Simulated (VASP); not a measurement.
OSZICAR of a VASP run on MgS (rock salt):

File OSZICAR:
```
       N       E                     dE             d eps       ncg     rms          rms(c)
DAV:   1     0.349239253647E+02    0.34924E+02   -0.40180E+03   560   0.919E+02
DAV:   2    -0.880512932966E+01   -0.43729E+02   -0.42205E+02   840   0.172E+02
DAV:   3    -0.108750631330E+02   -0.20699E+01   -0.20606E+01   816   0.470E+01
DAV:   4    -0.108885796989E+02   -0.13517E-01   -0.13517E-01   984   0.451E+00
DAV:   5    -0.108886043066E+02   -0.24608E-04   -0.24608E-04   880   0.140E-01    0.625E+00
DAV:   6    -0.112101971819E+02   -0.32159E+00   -0.56819E+00   560   0.362E+01    0.225E+00
DAV:   7    -0.112225544882E+02   -0.12357E-01   -0.58026E-01   720   0.707E+00    0.192E+00
DAV:   8    -0.113029641540E+02   -0.80410E-01   -0.11691E-01   584   0.452E+00    0.129E+00
DAV:   9    -0.112801306934E+02    0.22833E-01   -0.11072E-01   560   0.451E+00    0.170E-01
DAV:  10    -0.113439863756E+02   -0.63856E-01   -0.11574E-01   560   0.410E+00    0.285E-01
DAV:  11    -0.113531932620E+02   -0.92069E-02   -0.80779E-03   656   0.812E-01    0.207E-01
DAV:  12    -0.113531135901E+02    0.79672E-04   -0.34772E-04   752   0.184E-01    0.312E-01
DAV:  13    -0.113530327086E+02    0.80882E-04   -0.80251E-04   672   0.241E-01    0.452E-02
DAV:  14    -0.113533335374E+02   -0.30083E-03   -0.49200E-05   616   0.787E-02    0.379E-02
DAV:  15    -0.113533792350E+02   -0.45698E-04   -0.19233E-05   664   0.290E-02    0.131E-02
DAV:  16    -0.113534073117E+02   -0.28077E-04   -0.19143E-06   616   0.171E-02    0.753E-03
DAV:  17    -0.113534275909E+02   -0.20279E-04   -0.35846E-06   576   0.218E-02    0.850E-03
DAV:  18    -0.113534279423E+02   -0.35142E-06   -0.37485E-08   824   0.177E-03    0.837E-03
DAV:  19    -0.113534280391E+02   -0.96847E-07   -0.24506E-08   312   0.181E-03
   1 F= -.11353428E+02 E0= -.11353428E+02  d E =-.165398E-15
```

Which electronic solver shows in the log?

It is blocked Davidson (ALGO = Normal, or the opening steps of other solvers). The INCAR had ALGO = Normal.

Can the final energy be trusted as converged?

The run converged. It stopped with EDIFF = 1E-7, NELM = 100 (revTPSS meta-GGA, plane waves, VASP's PBE PAW potentials (set 64)).

The compound is MgS in the rock salt structure. It was relaxed first.
